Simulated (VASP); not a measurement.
Consider the following.

```xyz
3
Lattice="-1.5950 1.5950 3.9117 1.5950 -1.5950 3.9117 1.5950 1.5950 -3.9117" Properties=species:S:1:pos:R:3 pbc="T T T"
Si     0.0000     0.0000     5.2022
Si     0.0000     0.0000     2.6213
Mo     0.0000     0.0000     0.0000
```

Level of theory: PBEsol GGA, VASP's PBE PAW potentials (set 64) (plane waves; VASP 6.6.1). Run with 480 eV cut-off, 12×12×12 Γ-centred mesh, first-order Methfessel-Paxton smearing of 0.10 eV, potentials Si Mo_sv.

Energy and stress use the plane-wave basis of the starting cell.

### Question
The ions, cell shape and volume at an external pressure of 20.0 GPa are relaxed. What does this cell relax into?

### Answer

```xyz
3
Lattice="-1.5525 1.5525 3.8273 1.5525 -1.5525 3.8273 1.5525 1.5525 -3.8273" Properties=species:S:1:pos:R:3 pbc="T T T"
Si     0.0000     0.0000     5.0983
Si     0.0000     0.0000     2.5564
Mo     0.0000     0.0000     0.0000
```
Space group I4/mmm (139), at a tolerance of 0.03 Å.

### Question
How do energy and volume change from the first to the last step?

### Answer
The energy (σ→0) changes by +57.4 meV/atom and the volume by -7.3 %, in 11 ionic steps.

```
step  E(σ→0) (eV)  max force (eV/Å)  pressure (GPa)  volume (Å³)
----  -----------  ----------------  --------------  -----------
1        -25.0784             0.011            0.32        39.81
2        -23.0328             0.736           93.21        31.14
3        -24.9287             0.191           18.59        37.11
4        -24.9117             0.201           19.75        36.97
5        -24.9048             0.205           20.21        36.91
6        -24.9009             0.006           20.25        36.86
7        -24.9025             0.042           20.24        36.87
8        -24.9125             0.011           19.58        36.95
9        -24.9085             0.011           19.85        36.92
10       -24.9042             0.005           20.13        36.89
11       -24.9061             0.002           20.01        36.90
```

The compound is MoSi2 in the MoSi2 type structure. This run relaxes it under an external pressure of 20 GPa. Symmetry was kept, so distortions that lower it aren't found.
